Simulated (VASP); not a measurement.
Consider the following.

```yaml
crystal:
  lattice:
    - [6.22890, 0.00000, 0.00000]
    - [0.00000, 6.22890, 0.00000]
    - [0.00000, 0.00000, 6.22890]
  atoms:
    - { symbol: Cs, position: [0.00000, 0.00000, 0.00000] }
    - { symbol: Sn, position: [0.50000, 0.50000, 0.50000] }
    - { symbol: I, position: [0.50000, 0.00000, 0.50000] }
    - { symbol: I, position: [0.00000, 0.50000, 0.50000] }
    - { symbol: I, position: [0.50000, 0.50000, 0.00000] }
```

The numbers are results of optB88-vdW, VASP's PBE PAW potentials (set 64) (plane waves; VASP 6.6.1), not measurements. Settings: 520 eV cut-off, 4×4×4 Γ-centred mesh, tetrahedra with Blöchl corrections, potentials Cs_sv Sn_d I.

Unless said otherwise, spin-orbit coupling is left out, though it shifts the bands of the heavy elements here.

**Question.** Predict the energy per atom (σ→0), band gap (on the k-mesh) with the smallest direct gap where there is one.

**Answer.** 
```
Quantity                                      Value
-----------------------------------  --------------
band gap (on the k-mesh)                    0.45 eV
smallest direct gap (on the k-mesh)         0.45 eV
energy per atom (σ→0)                -0.432 eV/atom
```

Only differences to runs with the same potentials and settings are physical.

The compound is CsSnI3 in the cubic perovskite structure, the ideal cubic form; the compound distorts at low or room temperature. It was relaxed first.
